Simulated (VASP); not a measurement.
A convergence study with VASP on SnTe (rock salt): one setting is varied, all else stays as given below, so the limit is that of these other settings.

```xyz
2
Lattice="0.0000 3.1600 3.1600 3.1600 0.0000 3.1600 3.1600 3.1600 0.0000" Properties=species:S:1:pos:R:3 pbc="T T T"
Sn     0.0000     0.0000     0.0000
Te     3.1600     3.1600     3.1600
```

Method: PBE GGA, VASP's PBE PAW potentials (set 64) (plane waves; VASP). The tightest run used: 550 eV cut-off, 16×16×16 Γ-centred mesh, Gaussian smearing of 0.050 eV, potentials Sn_d Te.

Question: The settings run are 1×1×1 mesh; 2×2×2 mesh; 3×3×3 mesh; 5×5×5 mesh; 6×6×6 mesh; 7×7×7 mesh; 9×9×9 mesh; 10×10×10 mesh; 11×11×11 mesh; 12×12×12 mesh; 13×13×13 mesh; 15×15×15 mesh; 16×16×16 mesh. From which on does the energy per atom stay within 0.005 eV/atom of the tightest run?

Answer: From 5×5×5 mesh on: it is off by 0.0021 there and by no more than 0.005 in any finer run, while 3×3×3 mesh is off by 0.0449.
| setting | E (eV/atom) | pressure (GPa) | irreducible k-points | difference judged (eV/atom) |
|---|---|---|---|---|
| 1×1×1 mesh | -0.4291 | 35.81 | 1 | 3.3460 |
| 2×2×2 mesh | -2.8262 | 4.96 | 3 | 0.9488 |
| 3×3×3 mesh | -3.8199 | 1.81 | 4 | 0.0449 |
| 5×5×5 mesh | -3.7772 | 1.79 | 10 | 0.0021 |
| 6×6×6 mesh | -3.7745 | 1.80 | 16 | 0.0006 |
| 7×7×7 mesh | -3.7771 | 1.79 | 20 | 0.0020 |
| 9×9×9 mesh | -3.7757 | 1.84 | 35 | 0.0007 |
| 10×10×10 mesh | -3.7748 | 1.85 | 47 | 0.0003 |
| 11×11×11 mesh | -3.7752 | 1.86 | 56 | 0.0001 |
| 12×12×12 mesh | -3.7750 | 1.85 | 72 | 0.0001 |
| 13×13×13 mesh | -3.7751 | 1.86 | 84 | 0.0001 |
| 15×15×15 mesh | -3.7751 | 1.86 | 120 | 0.0000 |
| 16×16×16 mesh | -3.7751 | 1.86 | 145 | 0.0000 |

Left out are rungs that failed or repeat a setting and relaxations that didn't move; long series are thinned to 24 rows.

The compound is SnTe in the rock salt structure, which distorts at low temperature. The cell was not relaxed at this level.
